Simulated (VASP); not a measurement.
Given:

```
CELL_PARAMETERS angstrom
     -1.51500     1.51500     1.51500
      1.51500    -1.51500     1.51500
      1.51500     1.51500    -1.51500
ATOMIC_POSITIONS crystal
  V  0.00000 0.00000 0.00000
```

These are MS2 meta-GGA, VASP's PBE PAW potentials (set 64) (plane waves; VASP) values and carry that method's errors. Numerical set-up: 520 eV cut-off, 15×15×15 Γ-centred mesh, first-order Methfessel-Paxton smearing of 0.10 eV, potentials V_sv.

Energy and stress use the plane-wave basis of the starting cell.

Question: The ions, cell shape and volume are relaxed. What does this cell relax into?

Answer: 
```
CELL_PARAMETERS angstrom
     -1.48846     1.48846     1.48846
      1.48846    -1.48846     1.48846
      1.48846     1.48846    -1.48846
ATOMIC_POSITIONS crystal
  V  0.00000 0.00000 0.00000
```
Space group Im-3m (229), at a tolerance of 0.03 Å.

Question: How do energy and volume change from the first to the last step?

Answer: The energy (σ→0) changes by -24.0 meV/atom and the volume by -5.2 %, in 5 ionic steps.

```tsv
step	E(σ→0) (eV)	max force (eV/Å)	pressure (GPa)	volume (Å³)
1	-13.3557	0.000	-9.36	13.91
2	-13.3423	0.000	15.80	12.34
3	-13.3798	0.000	0.33	13.17
4	-13.3797	0.000	-0.14	13.19
5	-13.3797	0.000	-0.03	13.19
```

The compound is V in the bcc structure. This run relaxes it. Symmetry was kept, so distortions that lower it aren't found. The run is not spin-polarised, so no magnetic state was tried.
